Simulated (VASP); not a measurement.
A convergence study with VASP on TiAl (L1_0): one setting is varied, all else stays as given below, so the limit is that of these other settings.

```
AlTi
1.0
    2.83000     0.00000     0.00000
    0.00000     2.83000     0.00000
    0.00000     0.00000     4.07000
Ti Al
1 1
Direct
  0.00000   0.00000   0.00000
  0.50000   0.50000   0.50000
```

Method: PBE GGA, VASP's PBE PAW potentials (set 64) (plane waves; VASP). The tightest run used: 550 eV cut-off, 22×22×16 Γ-centred mesh, tetrahedra with Blöchl corrections, potentials Ti_sv Al.

```tsv
setting	E (eV/atom)	pressure (GPa)	irreducible k-points
3×3×2 mesh	-6.2622	-2.82	6
4×4×3 mesh	-6.1481	-0.13	12
5×5×4 mesh	-6.1680	0.00	18
6×6×4 mesh	-6.1971	-0.21	30
7×7×5 mesh	-6.1990	-0.46	30
8×8×6 mesh	-6.1946	-0.45	60
9×9×6 mesh	-6.1949	-0.44	60
10×10×7 mesh	-6.1974	-0.45	84
11×11×8 mesh	-6.1977	-0.47	105
12×12×9 mesh	-6.1968	-0.48	140
```

Question: These are the cheaper rows. Estimate the results at 22×22×16 mesh, and how far the last row shown lies from them.

Answer: 
```csv
quantity,tightest run,last row shown is off by
E (eV/atom),-6.1953,-0.0015
pressure (GPa),-0.49,0.01
```

Left out are rungs that failed or repeat a setting and relaxations that didn't move; long series are thinned to 24 rows.

The compound is TiAl in the L1_0 structure. The cell was not relaxed at this level. The electron count is odd and the run is not spin-polarised, which forces a metal.
